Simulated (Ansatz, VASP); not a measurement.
**Two plane-wave programs on La3Zr**

```
CELL_PARAMETERS angstrom
5.03863 0.00000 0.00000
0.00000 5.03863 0.00000
0.00000 0.00000 5.03863
ATOMIC_POSITIONS crystal
La 0.50000 0.50000 0.00000
La 0.50000 0.00000 0.50000
La 0.00000 0.50000 0.50000
Zr 0.00000 0.00000 0.00000
```

Change from the starting cell: volume scaled by 0.98.

Alike in both runs: task single point; functional PBE; k mesh 5 × 5 × 5; occupations fermi-dirac, width 0.05 eV; no spin polarisation.

|  | VASP | Ansatz |
| --- | --- | --- |
| version | VASP 6.6.1 | Ansatz 0.2.0 |
| potentials or method | VASP PAW PBE potentials, release 64 (La, Zr_sv) | Ansatz PAW |
| plane-wave cutoff (eV) | 520 | 420 |
| valence electrons in the cell | 45 | 45 |

```tsv
	VASP	Ansatz	Ansatz less VASP
gap on the k mesh at the Fermi level (eV)	none	none	-
pressure (GPa)	0.6	0.6	-0.06
```

A gap of «none» marks a metal or a gap that the smearing closes. With one functional, cell and mesh, what is left measures potentials, basis and numerics.

Spin-orbit coupling is left out, which matters for the levels of La.
